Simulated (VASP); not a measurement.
These are HSE06 screened hybrid, VASP's PBE PAW potentials (set 64) (plane waves; VASP) values and carry that method's errors.

VASP ran on this input.

### POSCAR
```
SnO
1
    3.8760000000     0.0000000000     0.0000000000
    0.0000000000     3.8760000000     0.0000000000
    0.0000000000     0.0000000000     4.9368000000
Sn O
2 2
Direct
  0.5000000000   0.0000000000   0.7620000000
  0.0000000000   0.5000000000   0.2380000000
  0.5000000000   0.5000000000   0.0000000000
  0.0000000000   0.0000000000   0.0000000000
```

INCAR:
```
SYSTEM = SnO
PREC = Accurate
ENCUT = 520
EDIFF = 1E-6
NELM = 100
ALGO = Normal
LREAL = .FALSE.
LASPH = .TRUE.
ISMEAR = 0
SIGMA = 0.05
GGA = PE
LMAXMIX = 4
LWAVE = .FALSE.
LCHARG = .FALSE.
ISIF = 2
HFSCREEN = 0.2
AEXX = 0.25
LHFCALC = .TRUE.
PRECFOCK = Fast
ISYM = 3
```

**KPOINTS**
```
kpoints
0
Gamma
 2 2 2
```

POTCAR, in this order: Sn_d O (PBE.64 set). Program: vasp_std.

What VASP printed:

**OSZICAR**
```
       N       E                     dE             d eps       ncg     rms          rms(c)
DAV:   1    -0.176647388756E+04   -0.17665E+04   -0.21502E+04   304   0.259E+03
DAV:   2    -0.214305050639E+04   -0.37658E+03   -0.36810E+03   320   0.625E+02
DAV:   3    -0.219454465810E+04   -0.51494E+02   -0.51373E+02   336   0.189E+02
DAV:   4    -0.219630932091E+04   -0.17647E+01   -0.17637E+01   328   0.388E+01
DAV:   5    -0.327386874276E+02    0.21636E+04   -0.13409E+01   376   0.710E+01    0.126E+01
DAV:   6    -0.273175137658E+02    0.54212E+01   -0.24159E+01   448   0.484E+01    0.423E+00
DAV:   7    -0.285139759070E+02   -0.11965E+01   -0.54790E+00   320   0.136E+01    0.473E+00
DAV:   8    -0.282335551357E+02    0.28042E+00   -0.62010E-01   376   0.781E+00    0.170E+00
DAV:   9    -0.282557040464E+02   -0.22149E-01   -0.32521E-01   344   0.360E+00    0.726E-01
DAV:  10    -0.282474341346E+02    0.82699E-02   -0.15545E-02   432   0.194E+00    0.455E-01
DAV:  11    -0.282462340762E+02    0.12001E-02   -0.16965E-02   392   0.106E+00    0.350E-01
DAV:  12    -0.282463845064E+02   -0.15043E-03   -0.13983E-03   360   0.317E-01    0.212E-01
DAV:  13    -0.282462757657E+02    0.10874E-03   -0.65662E-04   440   0.225E-01    0.109E-01
DAV:  14    -0.282463086988E+02   -0.32933E-04   -0.88279E-05   400   0.791E-02    0.665E-02
DAV:  15    -0.282463166414E+02   -0.79426E-05   -0.26746E-05   320   0.553E-02    0.428E-02
DAV:  16    -0.282463275485E+02   -0.10907E-04   -0.16422E-05   368   0.312E-02    0.281E-02
DAV:  17    -0.282463330599E+02   -0.55113E-05   -0.25624E-06   272   0.149E-02    0.171E-02
DAV:  18    -0.282463358570E+02   -0.27972E-05   -0.13529E-06   224   0.102E-02    0.104E-02
DAV:  19    -0.282463373531E+02   -0.14960E-05   -0.50704E-07   216   0.692E-03    0.655E-03
DAV:  20    -0.282463380545E+02   -0.70139E-06   -0.26916E-07   192   0.481E-03
   1 F= -.28246338E+02 E0= -.28246338E+02  d E =-.141604E-15
```

OUTCAR:
```
------------------------ aborting loop because EDIFF is reached ----------------------------------------
  FORCE on cell =-STRESS in cart. coord.  units (eV):
  Direction    XX          YY          ZZ          XY          YZ          ZX
  --------------------------------------------------------------------------------------
  Total       -2.8010392     -2.8010392     -2.7889354      0.0000000      0.0000000      0.0000000
  in kB      -60.5085424    -60.5085424    -60.2470752      0.0000000      0.0000000      0.0000000
  external PRESSURE =     -60.4213867 kB  Pullay stress =       0.0000000 kB
  volume of cell :       74.17
      direct lattice vectors                 reciprocal lattice vectors
     3.876000000  0.000000000  0.000000000     0.257997936  0.000000000  0.000000000
     0.000000000  3.876000000  0.000000000     0.000000000  0.257997936  0.000000000
     0.000000000  0.000000000  4.936800000     0.000000000  0.000000000  0.202560363
 POSITION                                       TOTAL-FORCE (eV/Angst)
 -----------------------------------------------------------------------------------
      1.93800      0.00000      3.76184        -0.000000     -0.000000      1.128043
      0.00000      1.93800      1.17496         0.000000      0.000000     -1.128043
      1.93800      1.93800      0.00000         0.000000      0.000000      0.000000
      0.00000      0.00000      0.00000        -0.000000      0.000000      0.000000
 -----------------------------------------------------------------------------------
    total drift:                                0.000006     -0.000019      0.000016
  FREE ENERGIE OF THE ION-ELECTRON SYSTEM (eV)
  ---------------------------------------------------
  free  energy   TOTEN  =       -28.2463380545 eV

  energy  without entropy=      -28.2463380545  energy(sigma->0) =      -28.24633805

  exchange ACFDT corr.  =         0.00000000  see jH, gK, PRB 81, 115126
```
(Selected blocks of OUTCAR.)

The compound is SnO in the litharge structure. The cell was not relaxed at this level. The k-mesh is coarse (spacing up to 0.81 per Å, 2π included), so the numbers may not be converged in it.
